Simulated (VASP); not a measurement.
Calculation: r2SCAN meta-GGA, VASP's PBE PAW potentials (set 64) (plane waves; VASP).

A VASP calculation is set up with these files.

POSCAR:
```
SrNiF6
1
    3.5524081972     2.0509836172     2.2066677184
   -3.5524081972     2.0509836172     2.2066677184
    0.0000000000    -4.1019672344     2.2066677184
Sr Ni F
1 1 6
Direct
  0.5000000000   0.5000000000   0.5000000000
  0.0000000000   0.0000000000   0.0000000000
  0.7221458536   0.7221458536   0.0680556714
  0.2778541464   0.2778541464   0.9319443286
  0.0680556714   0.7221458536   0.7221458536
  0.9319443286   0.2778541464   0.2778541464
  0.7221458536   0.0680556714   0.7221458536
  0.2778541464   0.9319443286   0.2778541464
```

**KPOINTS**
```
Automatic mesh
0
Gamma
6 6 6
0 0 0
```

**INCAR**
```
# general
SYSTEM   =  SrNiF6
PREC     =  Accurate
ENCUT    =  520   # plane-wave cut-off (eV)
LREAL    =  .FALSE.
LASPH    =  .TRUE.

# electronic loop
EDIFF    =  1E-7
NELM     =  100
ALGO     =  Normal   # blocked Davidson
LMAXMIX  =  4   # l cut-off of mixed one-centre charges
LMIXTAU  =  .TRUE.

# smearing
ISMEAR   =  -5

# functional
METAGGA  =  R2SCAN

# ions
ISIF     =  2   # forces and stress, cell fixed

# output
LWAVE    =  .FALSE.
LCHARG   =  .FALSE.
LORBIT   =  11   # lm-projected
NEDOS    =  601   # DOS grid

# other
LEFG     =  .TRUE.
```

File KPOINTS_OPT:
```
k-points along high-symmetry lines
12
Line-mode
Reciprocal
  0.000000   0.000000   0.000000 ! GAMMA
  0.500000   0.000000   0.000000 ! L

  0.500000   0.000000   0.000000 ! L
  0.500000  -0.500000   0.500000 ! T

  0.500000  -0.500000   0.500000 ! T
  0.359102  -0.640898   0.359102 ! P_0

  0.359102   0.359102   0.359102 ! P_2
  0.000000   0.000000   0.000000 ! GAMMA

  0.000000   0.000000   0.000000 ! GAMMA
  0.500000  -0.500000   0.000000 ! F
```

POTCAR, in this order: Sr_sv Ni F (PBE.64 set). Program: vasp_std.

Predict the energy per atom (σ→0), band gap (over mesh and band path).

```
Item                                         Value
----------------------------------  --------------
energy per atom (σ→0)               -8.410 eV/atom
band gap (over mesh and band path)         1.93 eV
```

OSZICAR:
```
...
DAV:  19    -0.672814363792E+02   -0.52932E-05   -0.37736E-06  3233   0.150E-02    0.538E-03
DAV:  20    -0.672814348969E+02    0.14824E-05   -0.13864E-06  2707   0.123E-02    0.218E-03
DAV:  21    -0.672814369330E+02   -0.20361E-05   -0.10823E-06  2678   0.105E-02    0.112E-03
DAV:  22    -0.672814372628E+02   -0.32980E-06   -0.15460E-07  1639   0.386E-03    0.640E-04
DAV:  23    -0.672814372810E+02   -0.18197E-07   -0.14596E-08  1639   0.103E-03
   1 F= -.67281437E+02 E0= -.67281437E+02  d E =0.000000E+00
       N       E                     dE             ncg
       N       E                     dE             ncg
```

The structure comes from a computed database's SrNiF6 entry (R-3m); how it stands against other phases isn't given here. It was relaxed first. The run is not spin-polarised, so no magnetic state was tried.
